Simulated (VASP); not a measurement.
Wanted: the native input for a VASP 6.6.1 run.

| Item | Value |
| --- | --- |
| Task | single point |
| Functional | r2SCAN |
| Potentials or basis | VASP PAW PBE potentials, release 64 (Y_sv, Ti_sv, O) |
| Cutoff | 520 eV |
| k mesh | 5 × 5 × 5 |
| Occupations | tetrahedron |
| Spin | no spin polarisation |
| Dipole correction | no |
| Further INCAR settings | ALGO = Normal; EDIFF = 1e-06 |

The system is Y2TiO4.

```
CELL_PARAMETERS angstrom
0.00000 3.74398 0.00000
3.74398 0.00000 0.00000
1.87199 1.87199 -6.14260
ATOMIC_POSITIONS crystal
Y 0.35380 0.35380 0.29240
Y 0.64620 0.64620 0.70760
Ti 0.00000 0.00000 0.00000
O 0.50000 0.00000 0.00000
O 0.00000 0.50000 0.00000
O 0.16300 0.16300 0.67400
O 0.83700 0.83700 0.32600
```

The cell was built by a generator and needn't be a form met in nature.

One way to write it, as run:

POSCAR

```
Y2TiO4
1.0
    0.0000000000      3.7439783700      0.0000000000
    3.7439783700      0.0000000000      0.0000000000
    1.8719891800      1.8719891800     -6.1426001800
Y Ti O
2 1 4
Direct
    0.3538000000      0.3538000000      0.2924000000
    0.6462000000      0.6462000000      0.7076000000
    0.0000000000      0.0000000000      0.0000000000
    0.5000000000      0.0000000000      0.0000000000
    0.0000000000      0.5000000000      0.0000000000
    0.1630000000      0.1630000000      0.6740000000
    0.8370000000      0.8370000000      0.3260000000
```

INCAR.step1

```
SYSTEM = Y2TiO4
PREC = Accurate
ENCUT = 520
ISMEAR = -5
SIGMA = 0.1
LREAL = .False.
LASPH = .True.
NELM = 100
LMAXMIX = 4
GGA = PE
ALGO = Normal
EDIFF = 1E-4
LWAVE = .True.
LCHARG = .False.
```

INCAR.step2

```
SYSTEM = Y2TiO4
PREC = Accurate
ENCUT = 520
EDIFF = 1E-6
ISMEAR = -5
SIGMA = 0.1
LREAL = .False.
LASPH = .True.
NELM = 100
ALGO = Normal
ISIF = 2
LWAVE = .False.
LCHARG = .False.
LMAXMIX = 4
METAGGA = R2SCAN
LMIXTAU = .True.
LORBIT = 10
ISTART = 1
```

KPOINTS

```
regular mesh
0
Gamma
  5 5 5
  0 0 0
```

Potentials or basis: VASP PAW PBE potentials, release 64 (Y_sv, Ti_sv, O).

The run is started by

```console
$ cat potpaw_PBE.64/Y_sv/POTCAR potpaw_PBE.64/Ti_sv/POTCAR potpaw_PBE.64/O/POTCAR > POTCAR
$ cp INCAR.step1 INCAR
$ mpirun -np 1 vasp_std > vasp.out
$ cp INCAR.step2 INCAR
$ mpirun -np 1 vasp_std > vasp.out
```

Results of the run:

| Item | Value |
| --- | --- |
| Pressure | 4.2 GPa |
| Largest force | 2.047 eV/Å |
| Valence electrons inside the program's atomic spheres | Y 9.38; Ti 10.66; O 5.16, 5.02 |

Caveat: the PAW data sets were made with another functional, which shifts forces and pressure a little.

Run time: 3 min on 1 thread of Intel(R) Xeon(R) Platinum 8375C CPU @ 2.90GHz (Ice Lake), with other jobs on the host, peak memory 0.24 GiB.
